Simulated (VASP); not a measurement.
Method: PBE GGA, VASP's PBE PAW potentials (set 64) (plane waves; VASP).

The input files of a VASP run:

File KPOINTS:
```
kpoints
0
gamma
 5 5 5
0.5 0.5 0.5
```

### INCAR
```
# general
SYSTEM  = Cs2AgBiBr6
PREC    = Accurate
ENCUT   = 420   # plane-wave cut-off (eV)
LREAL   = .FALSE.   # projection in real space or not
LASPH   = .TRUE.   # aspherical one-centre terms

# electronic loop
EDIFF   = 1E-09
NELM    = 100   # most electronic steps
ALGO    = Normal
LMAXMIX = 4   # l cut-off of mixed one-centre charges

# smearing
ISMEAR  = 0   # Gaussian
SIGMA   = 0.01   # width (eV)

# functional
GGA     = PE   # PBE

# ions
IBRION  = 2   # conjugate gradients
NSW     = 50
ISIF    = 3
EDIFFG  = -0.005   # ionic stop

# output
LWAVE   = .FALSE.
LCHARG  = .FALSE.
```

File POSCAR:
```
Cs2AgBiBr6
1.0
  0.0000000000   5.6545410000   5.6545410000
  5.6545410000   0.0000000000   5.6545410000
  5.6545410000   5.6545410000   0.0000000000
Cs Ag Bi Br
2 1 1 6
direct
  0.7500000000   0.7500000000   0.7500000000
  0.2500000000   0.2500000000   0.2500000000
  0.5000000000   0.5000000000   0.5000000000
  0.0000000000   0.0000000000   0.0000000000
  0.7491900000   0.2508100000   0.2508100000
  0.2508100000   0.7491900000   0.7491900000
  0.2508100000   0.7491900000   0.2508100000
  0.7491900000   0.2508100000   0.7491900000
  0.2508100000   0.2508100000   0.7491900000
  0.7491900000   0.7491900000   0.2508100000
```

POTCAR, in this order: Cs_sv Ag Bi_d Br (PBE.64 set). Program: vasp_std.

Energy and stress use the plane-wave basis of the starting cell.

Q: Predict the energy per atom (σ→0), volume per atom.

A: 
| Item | Value |
|---|---|
| energy per atom (σ→0) | -2.961 eV/atom |
| volume per atom | 37.67 Å³/atom |

### OSZICAR
```
...
DAV:   5    -0.296114103813E+02    0.13133E-05   -0.22983E-06  2184   0.942E-03    0.478E-03
DAV:   6    -0.296114097965E+02    0.58484E-06   -0.23873E-07  2630   0.352E-03    0.167E-03
DAV:   7    -0.296114094394E+02    0.35713E-06   -0.43632E-08  2283   0.162E-03    0.408E-04
DAV:   8    -0.296114094217E+02    0.17675E-07   -0.14180E-08  2441   0.645E-04    0.157E-04
DAV:   9    -0.296114094756E+02   -0.53949E-07   -0.21270E-09  1585   0.323E-04    0.735E-05
DAV:  10    -0.296114094821E+02   -0.64820E-08   -0.34056E-10  1239   0.107E-04    0.142E-05
DAV:  11    -0.296114094821E+02   -0.81855E-11   -0.88682E-11  1146   0.509E-05
   6 F= -.29611409E+02 E0= -.29611409E+02  d E =-.121181E-03
```

The structure comes from a computed database's Cs2AgBiBr6 entry; how it stands against other phases isn't given here. This run relaxes it. Symmetry was kept, so distortions that lower it aren't found. The run is one of a series of settings (EDIFF = 1E-09, EDIFFG = -0.005, ENCUT = 420, IBRION = 2, ISIF = 3, NSW = 50, KPOINTS 5×5×5 Γ-centred mesh shifted by (0.5, 0.5, 0.5) against the base run), some of them coarse on purpose.
